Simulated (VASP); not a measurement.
Output of a VASP run:

**OUTCAR**
```
 ion  position               nearest neighbor table
   1  0.000  0.000  0.000-   2 2.87   3 2.87   4 2.87   2 2.87   3 2.87   2 2.87   4 2.87   2 2.87
                             3 2.87   4 2.87   3 2.87   4 2.87
   2  0.000  0.500  0.500-   1 2.87   3 2.87   4 2.87   1 2.87   4 2.87   1 2.87   3 2.87   1 2.87
                             3 2.87   4 2.87   4 2.87   3 2.87
   3  0.500  0.000  0.500-   1 2.87   2 2.87   4 2.87   1 2.87   4 2.87   2 2.87   4 2.87   4 2.87
                             1 2.87   2 2.87   1 2.87   2 2.87
   4  0.500  0.500  0.000-   1 2.87   2 2.87   3 2.87   2 2.87   3 2.87   1 2.87   3 2.87   3 2.87
                             1 2.87   2 2.87   2 2.87   1 2.87
  LATTYP: Found a simple cubic cell.
 ALAT       =     4.0569639315
 Subroutine PRICEL returns:
 Original cell was already a primitive cell.
 Subroutine GETGRP returns: Found 48 space group operations
The static configuration has the point symmetry O_h .
The dynamic configuration has the point symmetry O_h .
 Subroutine INISYM returns: Found 48 space group operations
 Subroutine IBZKPT returns following result:
 Found     20 irreducible k-points:

 Following reciprocal coordinates:
            Coordinates               Weight
  0.000000  0.000000  0.000000      1.000000
  0.142857  0.000000  0.000000      6.000000
  0.285714  0.000000  0.000000      6.000000
  0.428571  0.000000  0.000000      6.000000
  0.142857  0.142857  0.000000     12.000000
  0.285714  0.142857  0.000000     24.000000
  0.428571  0.142857  0.000000     24.000000
  0.285714  0.285714  0.000000     12.000000
  0.428571  0.285714  0.000000     24.000000
  0.428571  0.428571  0.000000     12.000000
  0.142857  0.142857  0.142857      8.000000
  0.285714  0.142857  0.142857     24.000000
  0.428571  0.142857  0.142857     24.000000
  0.285714  0.285714  0.142857     24.000000
  0.428571  0.285714  0.142857     48.000000
  0.428571  0.428571  0.142857     24.000000
  0.285714  0.285714  0.285714      8.000000
  0.428571  0.285714  0.285714     24.000000
  0.428571  0.428571  0.285714     24.000000
  0.428571  0.428571  0.428571      8.000000
   k-points           NKPTS =     20   k-points in BZ     NKDIM =     20   number of bands    NBANDS=     14
   number of dos      NEDOS =    301   number of ions     NIONS =      4
   total plane-waves  NPLWV =  27000
   dimension x,y,z NGX =    30 NGY =   30 NGZ =   30
   dimension x,y,z NGXF=    60 NGYF=   60 NGZF=   60
   ions per type =               1   3
   PREC   = accura    normal or accurate (medium, high low for compatibility)
   ISTART =      0    job   : 0-new  1-cont  2-samecut
   ICHARG =      2    charge: 1-file 2-atom 10-const
   ISPIN  =      1    spin polarized calculation?
   LNONCOLLINEAR =      F non collinear calculations
   LSORBIT =      F    spin-orbit coupling
   INIWAV =      1    electr: 0-lowe 1-rand  2-diag
   ENCUT  =  520.0 eV  38.22 Ry    6.18 a.u.   7.54  7.54  7.54*2*pi/ulx,y,z
   NELM   =    100;   NELMIN=  2; NELMDL= -5     # of ELM steps
   EDIFF  = 0.1E-05   stopping-criterion for ELM
   LREAL  =      F    real-space projection
   NLSPLINE    = F    spline interpolate recip. space projectors
   LMAXMIX     =    4 max onsite mixed and CHGCAR
   VOSKOWN=      0    Vosko Wilk Nusair interpolation
   EDIFFG = -.2E-01   stopping-criterion for IOM
   NSW    =     60    number of steps for IOM
   NBLOCK =      1;   KBLOCK =     60    inner block; outer block
   IBRION =      2    ionic relax: 0-MD 1-quasi-New 2-CG
   NFREE  =      1    steps in history (QN), initial steepest desc. (CG)
   ISIF   =      3    stress and relaxation
   ISYM   =      2    0-nonsym 1-usesym 2-fastsym
   TEIN   =    0.0    initial temperature
   TEBEG  =    0.0;   TEEND  =   0.0 temperature during run
   SMASS  =  -3.00    Nose mass-parameter (am)
   PSTRESS=    0.0 pullay stress
   NELECT =      20.0000    total number of electrons
   EFERMI =   0.00;   METHOD = LEGACY
   ISMEAR =     1;   SIGMA  =   0.10  broadening in eV -4-tet -1-fermi 0-gaus
   IALGO  =     38    algorithm
   LDIAG  =      T    sub-space diagonalisation (order eigenvalues)
   IMIX   =      4    mixing-type and parameters
     AMIX     =   0.40;   BMIX     =  1.00
...
```

File OSZICAR:
```
       N       E                     dE             d eps       ncg     rms          rms(c)
DAV:   1     0.118403467298E+03    0.11840E+03   -0.84367E+03   560   0.130E+03
DAV:   2    -0.125203812902E+02   -0.13092E+03   -0.12906E+03   566   0.372E+02
DAV:   3    -0.201438690422E+02   -0.76235E+01   -0.71457E+01   884   0.741E+01
DAV:   4    -0.202568141752E+02   -0.11295E+00   -0.11120E+00   800   0.896E+00
DAV:   5    -0.202584652960E+02   -0.16511E-02   -0.16499E-02   804   0.115E+00    0.926E+00
DAV:   6    -0.193440514951E+02    0.91441E+00   -0.46362E+00   928   0.256E+01    0.335E+00
DAV:   7    -0.192957489555E+02    0.48303E-01   -0.85184E-02   644   0.259E+00    0.190E+00
DAV:   8    -0.192732705256E+02    0.22478E-01   -0.34776E-02   872   0.168E+00    0.226E-01
DAV:   9    -0.192729470627E+02    0.32346E-03   -0.26953E-03   698   0.458E-01    0.920E-02
DAV:  10    -0.192728968314E+02    0.50231E-04   -0.18221E-04   818   0.118E-01    0.670E-02
DAV:  11    -0.192728953615E+02    0.14699E-05   -0.29401E-05   796   0.401E-02    0.464E-02
DAV:  12    -0.192728911921E+02    0.41695E-05   -0.18136E-05   926   0.401E-02    0.513E-03
DAV:  13    -0.192728912247E+02   -0.32607E-07   -0.36240E-07   370   0.701E-03
   1 F= -.20675779E+02 E0= -.20675299E+02  d E =-.206758E+02
```

**OUTCAR**
```
------------------------ aborting loop because EDIFF is reached ----------------------------------------
  Edisp (eV):   -1.40289
  FORCE on cell =-STRESS in cart. coord.  units (eV):
  Direction    XX          YY          ZZ          XY          YZ          ZX
  --------------------------------------------------------------------------------------
  Total       0.02529     0.02529     0.02529    -0.00000    -0.00000    -0.00000
  in kB       0.60677     0.60677     0.60677    -0.00000    -0.00000    -0.00000
  external pressure =        0.61 kB  Pullay stress =        0.00 kB
  volume of cell :       66.77
      direct lattice vectors                 reciprocal lattice vectors
     4.056963932  0.000000000  0.000000000     0.246489744  0.000000000  0.000000000
     0.000000000  4.056963932  0.000000000     0.000000000  0.246489744  0.000000000
     0.000000000  0.000000000  4.056963932     0.000000000  0.000000000  0.246489744
 POSITION                                       TOTAL-FORCE (eV/Angst)
 -----------------------------------------------------------------------------------
      0.00000      0.00000      0.00000         0.000000      0.000000      0.000000
      0.00000      2.02848      2.02848         0.000000      0.000000      0.000000
      2.02848      0.00000      2.02848         0.000000      0.000000      0.000000
      2.02848      2.02848      0.00000         0.000000      0.000000      0.000000
 -----------------------------------------------------------------------------------
    total drift:                               -0.000000     -0.000000      0.000000
  FREE ENERGIE OF THE ION-ELECTRON SYSTEM (eV)
  ---------------------------------------------------
  free  energy   TOTEN  =       -20.6757794921 eV

  energy  without entropy=      -20.6743378170  energy(sigma->0) =      -20.67529893

 reached required accuracy - stopping structural energy minimisation
```
(Selected blocks of OUTCAR.)

File POSCAR:
```
Al3Sc
1
    4.0569639315     0.0000000000     0.0000000000
   -0.0000000000     4.0569639315     0.0000000000
   -0.0000000000    -0.0000000000     4.0569639315
Sc Al
1 3
Direct
  0.0000000000   0.0000000000   0.0000000000
  0.0000000000   0.5000000000   0.5000000000
  0.5000000000   0.0000000000   0.5000000000
  0.5000000000   0.5000000000   0.0000000000
```

Problem. Reconstruct the remaining input files.

Solution. This is not unique; one that fits is the input of the run itself, PBE GGA with D4 dispersion, plane waves, VASP's PBE PAW potentials (set 64).

### KPOINTS
```
Automatic
0
Gamma
 7 7 7
0 0 0
```

### INCAR
```
ALGO = Normal
EDIFF = 1E-6
EDIFFG = -0.02
ENCUT = 520
GGA = PE
IBRION = 2
ISIF = 3
ISMEAR = 1
IVDW = 13
LASPH = .True.
LCHARG = .False.
LMAXMIX = 4
LREAL = .False.
LWAVE = .False.
NELM = 100
NSW = 60
PREC = Accurate
SIGMA = 0.1
SYSTEM = Al3Sc
```

POTCAR, in this order: Sc_sv Al (PBE.64 set). Program: vasp_std.

The compound is Al3Sc in the L1_2 structure. It was relaxed first. The start is the result of an earlier pass.
